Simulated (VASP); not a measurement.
Wanted: the native input for a VASP 6.6.1 run.

```
Task                   : single point
Functional             : r2SCAN
Potentials or basis    : VASP PAW PBE potentials, release 64 (Ir, Ba_sv, Pt)
Cutoff                 : 520 eV
k mesh                 : 4 × 4 × 4
Occupations            : fermi-dirac, width 0.1 eV
Spin                   : no spin polarisation
Dipole correction      : no
Further INCAR settings : ALGO = Normal; EDIFF = 1e-06; NBANDS = 32
```

The system is BaIrPt3.

```
CELL_PARAMETERS angstrom
4.46032 0.00000 0.00000
0.00000 4.46032 0.00000
0.00000 0.00000 4.46032
ATOMIC_POSITIONS crystal
Ir 0.00000 0.00000 0.00000
Ba 0.50000 0.50000 0.50000
Pt 0.50000 0.00000 0.00000
Pt 0.00000 0.50000 0.00000
Pt 0.00000 0.00000 0.50000
```

The cell was built by a generator and needn't be a form met in nature.

These files were run (other wordings do the same):

POSCAR

```
BaIrPt3
1.0
    4.4603196800      0.0000000000      0.0000000000
    0.0000000000      4.4603196800      0.0000000000
    0.0000000000      0.0000000000      4.4603196800
Ir Ba Pt
1 1 3
Direct
    0.0000000000      0.0000000000      0.0000000000
    0.5000000000      0.5000000000      0.5000000000
    0.5000000000      0.0000000000      0.0000000000
    0.0000000000      0.5000000000      0.0000000000
    0.0000000000      0.0000000000      0.5000000000
```

INCAR.step1

```
ALGO     = Normal         # electronic algorithm
EDIFF    = 1E-4           # SCF threshold, eV
ENCUT    = 520            # plane-wave cutoff, eV
GGA      = PE             # functional
ISMEAR   = -1             # smearing method
LASPH    = True           # aspherical terms in the spheres
LCHARG   = False          # write CHGCAR
LREAL    = False          # projectors in reciprocal space
LWAVE    = True           # write WAVECAR
NBANDS   = 32             # bands
NELM     = 100            # most SCF steps
PREC     = Accurate       # precision mode
SIGMA    = 0.1            # smearing width, eV
```

INCAR.step2

```
ALGO     = Normal         # electronic algorithm
EDIFF    = 1E-6           # SCF threshold, eV
ENCUT    = 520            # plane-wave cutoff, eV
ISIF     = 2              # what is computed and relaxed
ISMEAR   = -1             # smearing method
ISTART   = 1            
LASPH    = True           # aspherical terms in the spheres
LCHARG   = False          # write CHGCAR
LMIXTAU  = True         
LREAL    = False          # projectors in reciprocal space
LWAVE    = False          # write WAVECAR
METAGGA  = R2SCAN         # meta-GGA
NBANDS   = 32             # bands
NELM     = 100            # most SCF steps
PREC     = Accurate       # precision mode
SIGMA    = 0.1            # smearing width, eV
```

KPOINTS

```
k-points
0
Gamma
  4 4 4
```

Potentials or basis: VASP PAW PBE potentials, release 64 (Ir, Ba_sv, Pt).

The run is started by

```sh
$ cat potpaw_PBE.64/Ir/POTCAR potpaw_PBE.64/Ba_sv/POTCAR potpaw_PBE.64/Pt/POTCAR > POTCAR
$ cp INCAR.step1 INCAR
$ mpirun -np 1 vasp_std > vasp.out
$ cp INCAR.step2 INCAR
$ mpirun -np 1 vasp_std > vasp.out
```

It gave:

```yaml
Pressure: 72.6 GPa
Band_gap_on_the_k_mesh: none (metal or under the smearing width)
```

Caveat: a pressure of tens of GPa on the cell as given is suspect, and the run, the potentials or the cell itself is likely at fault; the PAW data sets were made with another functional, which shifts forces and pressure a little.

It took 58 s on 1 thread of Intel(R) Xeon(R) 6975P-C (Granite Rapids), with other jobs on the host, peak memory 0.23 GiB.
